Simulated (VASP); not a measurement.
Level of theory: optB86b-vdW, VASP's PBE PAW potentials (set 64) (plane waves; VASP).

The input files of a VASP run:

KPOINTS:
```
K-points
0
G
10 10 5
```

**INCAR**
```
AGGAC  =  0.0
ALGO  =  Normal
EDIFF  =  1E-7
EDIFFG  =  -0.01
ENCUT  =  520
GGA  =  MK
IBRION  =  2
ISIF  =  4
ISMEAR  =  0
LASPH  =  .True.
LCHARG  =  .False.
LREAL  =  .False.
LUSE_VDW  =  .True.
LWAVE  =  .False.
NELM  =  100
NSW  =  30
PARAM1  =  0.1234
PARAM2  =  1.0
PREC  =  Accurate
SIGMA  =  0.05
SYSTEM  =  BN
```

POSCAR:
```
BN
1
    1.2630073682    -2.1875931507     0.0000000000
    1.2630073682     2.1875931507     0.0000000000
    0.0000000000     0.0000000000     4.1789188886
B N
2 2
Direct
  0.6666670000   0.3333330000   0.5003184547
  0.3333330000   0.6666670000   0.0003184547
  0.6666670000   0.3333330000   0.8746815453
  0.3333330000   0.6666670000   0.3746815453
```

POTCAR, in this order: B N (PBE.64 set). Program: vasp_std.

What VASP printed:

**OUTCAR**
```
 ion  position               nearest neighbor table
   1  0.667  0.333  0.500-   4 1.55   4 1.55   4 1.55   3 1.56
   2  0.333  0.667  0.000-   3 1.55   3 1.55   3 1.55   4 1.56
   3  0.667  0.333  0.875-   2 1.55   2 1.55   2 1.55   1 1.56
   4  0.333  0.667  0.375-   1 1.55   1 1.55   1 1.55   2 1.56
  LATTYP: Found a hexagonal cell.
 ALAT       =     2.5260149258
 C/A-ratio  =     1.6543524134
 Subroutine PRICEL returns:
 Original cell was already a primitive cell.
 Subroutine GETGRP returns: Found 12 space group operations
The static configuration has the point symmetry C_3v.
 The point group associated with its full space group is C_6v.
The dynamic configuration has the point symmetry C_3v.
 Subroutine INISYM returns: Found 12 space group operations
 Subroutine IBZKPT returns following result:
 Found     42 irreducible k-points:

 Following reciprocal coordinates:
            Coordinates               Weight
  0.000000  0.000000  0.000000      1.000000
  0.100000  0.000000  0.000000      6.000000
  0.200000  0.000000  0.000000      6.000000
  0.300000  0.000000  0.000000      6.000000
  0.400000 -0.000000  0.000000      6.000000
  0.500000  0.000000  0.000000      3.000000
  0.100000  0.100000  0.000000      6.000000
  0.200000  0.100000  0.000000     12.000000
  0.300000  0.100000  0.000000     12.000000
  0.400000  0.100000  0.000000     12.000000
  0.200000  0.200000  0.000000      6.000000
  0.300000  0.200000  0.000000     12.000000
  0.400000  0.200000  0.000000      6.000000
  0.300000  0.300000  0.000000      6.000000
  0.000000  0.000000  0.200000      2.000000
  0.100000  0.000000  0.200000     12.000000
  0.200000  0.000000  0.200000     12.000000
  0.300000  0.000000  0.200000     12.000000
  0.400000 -0.000000  0.200000     12.000000
  0.500000  0.000000  0.200000      6.000000
  0.100000  0.100000  0.200000     12.000000
  0.200000  0.100000  0.200000     24.000000
  0.300000  0.100000  0.200000     24.000000
  0.400000  0.100000  0.200000     24.000000
  0.200000  0.200000  0.200000     12.000000
  0.300000  0.200000  0.200000     24.000000
  0.400000  0.200000  0.200000     12.000000
  0.300000  0.300000  0.200000     12.000000
  0.000000  0.000000  0.400000      2.000000
  0.100000  0.000000  0.400000     12.000000
  0.200000  0.000000  0.400000     12.000000
  0.300000  0.000000  0.400000     12.000000
  0.400000 -0.000000  0.400000     12.000000
  0.500000  0.000000  0.400000      6.000000
  0.100000  0.100000  0.400000     12.000000
  0.200000  0.100000  0.400000     24.000000
  0.300000  0.100000  0.400000     24.000000
  0.400000  0.100000  0.400000     24.000000
  0.200000  0.200000  0.400000     12.000000
  0.300000  0.200000  0.400000     24.000000
   k-points           NKPTS =     42   k-points in BZ     NKDIM =     42   number of bands    NBANDS=     12
   number of dos      NEDOS =    301   number of ions     NIONS =      4
   total plane-waves  NPLWV =  12800
   dimension x,y,z NGX =    20 NGY =   20 NGZ =   32
   dimension x,y,z NGXF=    40 NGYF=   40 NGZF=   64
   ions per type =               2   2
   PREC   = accura    normal or accurate (medium, high low for compatibility)
   ISTART =      0    job   : 0-new  1-cont  2-samecut
   ICHARG =      2    charge: 1-file 2-atom 10-const
   ISPIN  =      1    spin polarized calculation?
   LNONCOLLINEAR =      F non collinear calculations
   LSORBIT =      F    spin-orbit coupling
   INIWAV =      1    electr: 0-lowe 1-rand  2-diag
   ENCUT  =  520.0 eV  38.22 Ry    6.18 a.u.   4.70  4.70  7.77*2*pi/ulx,y,z
   NELM   =    100;   NELMIN=  2; NELMDL= -5     # of ELM steps
...
```

File OSZICAR:
```
       N       E                     dE             d eps       ncg     rms          rms(c)
DAV:   1     0.587885082187E+02    0.58789E+02   -0.89560E+03  1008   0.131E+03
DAV:   2    -0.306272434913E+02   -0.89416E+02   -0.82868E+02  1404   0.275E+02
DAV:   3    -0.333767706535E+02   -0.27495E+01   -0.27390E+01  1336   0.497E+01
DAV:   4    -0.333923372517E+02   -0.15567E-01   -0.15557E-01  1252   0.390E+00
DAV:   5    -0.333925147578E+02   -0.17751E-03   -0.17748E-03  1312   0.381E-01    0.985E+00
DAV:   6    -0.314897546848E+02    0.19028E+01   -0.51122E+00  1248   0.189E+01    0.470E+00
DAV:   7    -0.313339808793E+02    0.15577E+00   -0.27111E-01  1188   0.498E+00    0.279E+00
DAV:   8    -0.312983673173E+02    0.35614E-01   -0.81608E-02  1152   0.261E+00    0.233E-01
DAV:   9    -0.312974240320E+02    0.94329E-03   -0.24061E-03  1324   0.517E-01    0.127E-01
DAV:  10    -0.312976010641E+02   -0.17703E-03   -0.31517E-04  1168   0.187E-01    0.249E-02
DAV:  11    -0.312976007690E+02    0.29509E-06   -0.53715E-05  1300   0.642E-02    0.117E-02
DAV:  12    -0.312976020239E+02   -0.12549E-05   -0.54583E-06  1224   0.242E-02    0.206E-03
DAV:  13    -0.312976021070E+02   -0.83072E-07   -0.15757E-07   944   0.434E-03
   1 F= -.31297602E+02 E0= -.31297602E+02  d E =-.312976E+02
       N       E                     dE             d eps       ncg     rms          rms(c)
DAV:   1    -0.312975958993E+02    0.61245E-05   -0.39101E-03  1140   0.605E-01    0.124E-02
DAV:   2    -0.312975985142E+02   -0.26149E-05   -0.44677E-05  1264   0.664E-02    0.771E-03
DAV:   3    -0.312975976046E+02    0.90964E-06   -0.14087E-06  1260   0.125E-02    0.190E-03
DAV:   4    -0.312975976389E+02   -0.34294E-07   -0.33494E-07  1196   0.516E-03
   2 F= -.31297598E+02 E0= -.31297598E+02  d E =0.446809E-05
       N       E                     dE             d eps       ncg     rms          rms(c)
DAV:   1    -0.312976104275E+02   -0.12823E-04   -0.11867E-03  1132   0.333E-01    0.681E-03
DAV:   2    -0.312976113188E+02   -0.89138E-06   -0.13415E-05  1260   0.364E-02    0.423E-03
DAV:   3    -0.312976109829E+02    0.33590E-06   -0.42918E-07  1272   0.691E-03    0.103E-03
DAV:   4    -0.312976109686E+02    0.14348E-07   -0.92277E-08   692   0.282E-03
   3 F= -.31297611E+02 E0= -.31297611E+02  d E =-.886163E-05
```

File OUTCAR:
```
------------------------ aborting loop because EDIFF is reached ----------------------------------------
  FORCE on cell =-STRESS in cart. coord.  units (eV):
  Direction    XX          YY          ZZ          XY          YZ          ZX
  --------------------------------------------------------------------------------------
  Total        1.7488625      1.7488628      1.7582366      0.0000000      0.0000000      0.0000000
  in kB      121.3388464    121.3388711    121.9892357      0.0000000      0.0000000      0.0000000
  external PRESSURE =     121.5556511 kB  Pullay stress =       0.0000000 kB
  volume of cell :       23.09
      direct lattice vectors                 reciprocal lattice vectors
     1.262949666 -2.187493211 -0.000000000     0.395898596 -0.228572138  0.000000000
     1.262949666  2.187493211 -0.000000000     0.395898596  0.228572138  0.000000000
     0.000000000  0.000000000  4.179300749     0.000000000  0.000000000  0.239274477
  FREE ENERGIE OF THE ION-ELECTRON SYSTEM (eV)
  ---------------------------------------------------
  free  energy   TOTEN  =       -31.2976109686 eV

  energy  without entropy=      -31.2976109686  energy(sigma->0) =      -31.29761097

 reached required accuracy - stopping structural energy minimisation
```
(Selected blocks of OUTCAR.)

CONTCAR:
```
BN
   1.00000000000000
     1.2629496656127905   -2.1874932109984018   -0.0000000000000000
     1.2629496656127905    2.1874932109984018   -0.0000000000000000
     0.0000000000000000    0.0000000000000000    4.1793007485817855
  B               N
     2     2
Direct
     0.6666669999999968    0.3333330000000032    0.5003874693839940
     0.3333330000000032    0.6666669999999968    0.0003874693839941
     0.6666669999999968    0.3333330000000032    0.8746125306160060
     0.3333330000000032    0.6666669999999968    0.3746125306160059
```

The compound is BN in the wurtzite structure, a metastable high-pressure form. This cell is one point of a volume scan, at 0.97 of the reference volume. Symmetry was kept, so distortions that lower it aren't found.
